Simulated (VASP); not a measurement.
Method: r2SCAN meta-GGA, VASP's PBE PAW potentials (set 64) (plane waves; VASP 6.6.1).

A VASP calculation is set up with these files.

**POSCAR**
```
CuZn
1
    2.9180713884     0.0000000000     0.0000000000
    0.0000000000     2.9180713884     0.0000000000
    0.0000000000     0.0000000000     2.9180713884
Zn Cu
1 1
Direct
  0.5000000000   0.5000000000   0.4828653952
  0.0000000000   0.0000000000   0.0000000000
```

**KPOINTS**
```
Automatic
0
G
  12 12 12
```

### INCAR
```
ALGO = Normal
EDIFF = 1E-7
ENCUT = 480
ISIF = 2
ISMEAR = 1
LASPH = .TRUE.
LCHARG = .FALSE.
LMAXMIX = 4
LMIXTAU = .TRUE.
LREAL = .FALSE.
LWAVE = .FALSE.
METAGGA = R2SCAN
NELM = 100
PREC = Accurate
SIGMA = 0.1
SYSTEM = CuZn
```

POTCAR, in this order: Zn Cu (PBE.64 set). Program: vasp_std.

### Question
What does the run give for the energy per atom (σ→0), largest force, band gap (on the k-mesh)?

### Answer

energy per atom (σ→0): -9964 meV/atom
band gap (on the k-mesh): none (metal, semimetal or under 0.01 eV)
largest force: 0.263 eV/Å

**OSZICAR**
```
...
DAV:  12    -0.199270364284E+02   -0.59774E-03   -0.75907E-04  8470   0.441E-01    0.162E-02
DAV:  13    -0.199271313447E+02   -0.94916E-04   -0.95257E-05  6849   0.177E-01    0.510E-03
DAV:  14    -0.199271403997E+02   -0.90550E-05   -0.11150E-05  8059   0.769E-02    0.714E-03
DAV:  15    -0.199271406614E+02   -0.26165E-06   -0.41805E-06  7851   0.585E-02    0.156E-03
DAV:  16    -0.199271401318E+02    0.52952E-06   -0.15910E-07  4506   0.884E-03    0.684E-04
DAV:  17    -0.199271404590E+02   -0.32716E-06   -0.54662E-08  3269   0.526E-03    0.150E-04
DAV:  18    -0.199271405131E+02   -0.54123E-07   -0.35813E-08  3199   0.409E-03
   1 F= -.19927141E+02 E0= -.19927125E+02  d E =-.462974E-04
```

The compound is CuZn in the CsCl type structure. This cell was strained or had an atom moved on purpose. The electron count is odd and the run is not spin-polarised, which forces a metal.
